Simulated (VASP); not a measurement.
Input of a VASP 6.6.1 run:

File INCAR:

```
SYSTEM = ReBi
PREC = Accurate
ENCUT = 520
EDIFF = 1E-6
ISMEAR = 0
SIGMA = 0.05
LREAL = .False.
LASPH = .True.
NELM = 60
ALGO = Normal
ISIF = 2
LWAVE = .False.
LCHARG = .False.
GGA = PS
NBANDS = 18
```

KPOINTS

```
regular mesh
0
Gamma
  10 10 10
  0 0 0
```

Contents of POSCAR:

```
ReBi
1.0
    0.0000000000      3.0677205794      3.0677205794
    3.0677205794      0.0000000000      3.0677205794
    3.0677205794      3.0677205794      0.0000000000
Re Bi
1 1
Direct
    0.0000000000      0.0000000000      0.0000000000
    0.2500000000      0.2500000000      0.2500000000
```

Potentials or basis: VASP PAW PBE potentials, release 64 (Re, Bi_d).

The run is started by

```sh
$ cat potpaw_PBE.64/Re/POTCAR potpaw_PBE.64/Bi_d/POTCAR > POTCAR
$ mpirun -np 1 vasp_std > vasp.out
```

Q: Predict the pressure.

A: 0.0 GPa.

Q: Predict the band gap on the k mesh.

A: None (metal or under the smearing width).

Caveat: the PAW data sets were made with another functional, which shifts forces and pressure a little; spin-orbit coupling is left out, which moves the levels of the heavy elements.
